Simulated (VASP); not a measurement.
The system is HfO2.

```
Hf O
1.0
     0.00000    2.55750    2.55750
     2.55750    0.00000    2.55750
     2.55750    2.55750    0.00000
Hf O
1 2
Direct
  0.00000 0.00000 0.00000
  0.75000 0.75000 0.75000
  0.25000 0.25000 0.25000
```

Measurements of this composition are mostly on another form, of space group No. 14.

Base run:

* Program: VASP 6.6.1
* Functional: TB-mBJ
* Potentials or basis: VASP PAW PBE potentials, release 64 (Hf_pv, O)
* Cutoff: 520 eV
* k mesh: 8 × 8 × 8
* Occupations: gaussian, width 0.02 eV
* Spin: no spin polarisation

Its results: band gap on the k mesh 5.66 eV, direct.

**Question.** After a change of settings the same cell gave: band gap on the k mesh 3.73 eV, direct. Which change was it?
A. functional from TB-mBJ to LDA; potentials or basis from VASP PAW PBE potentials, release 64 (Hf_pv, O) to VASP PAW LDA potentials, release 64 (Hf_pv, O)
B. functional from TB-mBJ to PBE
C. functional from TB-mBJ to r2SCAN
D. functional from TB-mBJ to PBE; k mesh from 8 × 8 × 8 to 3 × 3 × 3

**Answer.** B.

Caveats: spin-orbit coupling is left out, which moves the levels of the heavy elements.

Not every run made on this cell is shown here.
